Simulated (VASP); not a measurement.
Here is the system:

```
MgI2
1.0
    4.15246     0.00000     0.00000
   -2.07623     3.59614     0.00000
    0.00000     0.00000     7.03254
Mg I
1 2
Cartesian
  0.00000   0.00000   0.00000
  0.00000   2.39743   1.64618
  2.07623   1.19871   5.38636
```

These are PBE GGA, VASP's PBE PAW potentials (set 64) (plane waves; VASP) values and carry that method's errors. Settings: EDIFF = 1E-04, 180 eV cut-off, 6×6×6 Γ-centred mesh, Fermi-Dirac smearing of 0.20 eV, potentials Mg I.

At this cut-off the stress carries a Pulay error, which pulls relaxed volumes low.  Energy and stress use the plane-wave basis of the starting cell.

The ions, cell shape and volume are relaxed. Give the cell that the relaxation ends in.

```
MgI2
1.0
    4.19556     0.00000     0.00000
   -2.09778     3.63346     0.00000
    0.00000     0.00000     7.24647
Mg I
1 2
Direct
  0.00000   0.00000   0.00000
  0.33333   0.66667   0.23055
  0.66667   0.33333   0.76945
```
Space group P-3m1 (164), at a tolerance of 0.03 Å.

How do energy and volume change from the first to the last step?

The energy (σ→0) changes by -4.8 meV/atom and the volume by +5.2 %, in 15 ionic steps.

The structure comes from a computed database's MgI2 entry; how it stands against other phases isn't given here. This run relaxes it. Symmetry was kept, so distortions that lower it aren't found. The run is one of a series of settings (EDIFF = 1E-04, EDIFFG = -0.01, ENCUT = 180, IBRION = 2, ISIF = 3, ISMEAR = -1, NSW = 50, SIGMA = 0.2, KPOINTS 6×6×6 Γ-centred mesh against the base run), some of them coarse on purpose.
